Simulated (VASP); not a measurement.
The system is Hf2ZrGe3.

```xyz
6
Lattice="4.5374 0.0000 0.0000 -2.2687 3.9295 0.0000 0.0000 0.0000 7.2807" Properties=species:S:1:pos:R:3 pbc="T T T"
Zr    0.0000    0.0000    0.0000
Hf    0.0000    2.6197    1.8620
Hf    2.2687    1.3098    5.4186
Ge    0.0000    2.6197    4.7033
Ge    2.2687    1.3098    2.5774
Ge    0.0000    0.0000    3.6403
```

The cell was built by a generator and needn't be a form met in nature.

* Program: VASP 6.6.1
* Task: relaxation of cell and atoms
* Functional: PBE
* Potentials or basis: VASP PAW PBE potentials, release 64 (Zr_sv, Hf_pv, Ge_d)
* Cutoff: 520 eV
* k mesh: 4 × 4 × 3
* Occupations: gaussian, width 0.15 eV
* Spin: no spin polarisation

At the start: pressure 0.3 GPa; volume 21.64 Å³/atom.

How do energy, volume and symmetry change on relaxing?

Over 24 steps the energy falls by 782.6 meV/atom and the volume is 19.27 Å³/atom (-10.9 %); space group P-3m1 (No. 164, to 0.05 Å).

Step by step:
| step | energy change (eV) | largest force (eV/Å) | pressure (GPa) | volume (Å³) |
| --- | --- | --- | --- | --- |
| 1 | 0.0000 | 1.4164 | 0.34 | 129.81 |
| 2 | -0.4521 | 1.3669 | -1.44 | 130.56 |
| 3 | -2.0727 | 1.4001 | -7.55 | 131.38 |
| 4 | -1.5068 | 4.7012 | 5.21 | 125.78 |
| 5 | 159.9262 | 1.6341 | -1.04 | 131.05 |
| 6 | 23.1734 | 1.8223 | -8.22 | 128.88 |
| 7 | -1.8447 | 1.2093 | -3.38 | 126.46 |
| 8 | -3.9234 | 0.9720 | -5.11 | 126.46 |
| 9 | -4.0969 | 0.8390 | -4.42 | 124.60 |
| 10 | -4.4485 | 0.4982 | -2.15 | 119.06 |
| 11 | -4.1855 | 0.7849 | 8.40 | 108.12 |
| 12 | -4.5217 | 0.6177 | 0.62 | 115.73 |
| 13 | -4.5226 | 0.6229 | 0.83 | 115.44 |
| 14 | -4.5360 | 0.5386 | -0.03 | 115.76 |
| 15 | -4.5623 | 0.3881 | -1.11 | 116.70 |
| 16 | -4.5578 | 0.4659 | -2.96 | 118.61 |
| 17 | -4.5697 | 0.4422 | -1.99 | 117.50 |
| 18 | -4.5790 | 0.4017 | -1.78 | 117.39 |
| 19 | -4.6044 | 0.4041 | -1.90 | 117.05 |
| 20 | -4.6446 | 0.3860 | -1.27 | 116.36 |
| 21 | -4.6820 | 0.3597 | 0.60 | 115.00 |
| 22 | -4.6829 | 0.3426 | 0.42 | 114.86 |
| 23 | -4.6911 | 0.2275 | 0.32 | 115.16 |
| 24 | -4.6954 | 0.0399 | -0.10 | 115.61 |

Final structure:
```xyz
6
Lattice="4.9664 0.0000 0.0000 -2.4832 4.3010 0.0000 0.0000 0.0000 5.4124" Properties=species:S:1:pos:R:3 pbc="T T T"
Zr   -2.4832    4.3010    0.0000
Hf    0.0000    2.8673    1.4042
Hf    2.4832    1.4337    4.0083
Ge    0.0000    2.8673    4.1269
Ge    2.4832    1.4337    1.2855
Ge    0.0000    0.0000    2.7062
```

Caveat: the k mesh is coarse (spacing up to 0.40 Å⁻¹), so the values aren't converged.
